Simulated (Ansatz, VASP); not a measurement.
## One calculation of Ag3SnSe, two programs

```xyz
5
Lattice="5.0765 0.0000 0.0000 0.0000 5.0765 0.0000 0.0000 0.0000 5.0765" Properties=species:S:1:pos:R:3 pbc="T T T"
Ag    2.5383    0.0000    0.0000
Ag    0.0000    2.5383    0.0000
Ag    0.0000    0.0000    2.5383
Sn    2.5383    2.5383    2.5383
Se    0.0000    0.0000    0.0000
```

Alike in both runs: functional PBE; k mesh 8 × 8 × 8; occupations gaussian, width 0.1 eV; no spin polarisation.

Ansatz relaxed the structure, and its values are those at the end. VASP's run is a single point on that final structure, the one shown.

|  | VASP | Ansatz |
| --- | --- | --- |
| version | VASP 6.6.1 | Ansatz 0.2.0 |
| potentials or method | VASP PAW PBE potentials, release 64 (Ag, Sn_d, Se) | scalar-relativistic, plane waves, PAW |
| plane-wave cutoff (eV) | 520 | 420 |
| valence electrons in the cell | 53 | 87 |

```tsv
	VASP	Ansatz	Ansatz less VASP
gap on the k mesh at the Fermi level (eV)	none	none	-
pressure (GPa)	0.0	0.0	0.00
```

A gap of «none» marks a metal or a gap that the smearing closes. The functional is the same, so the differences come from potentials, cutoffs and numerics. The two sets of potentials don't hold the same shells in valence.
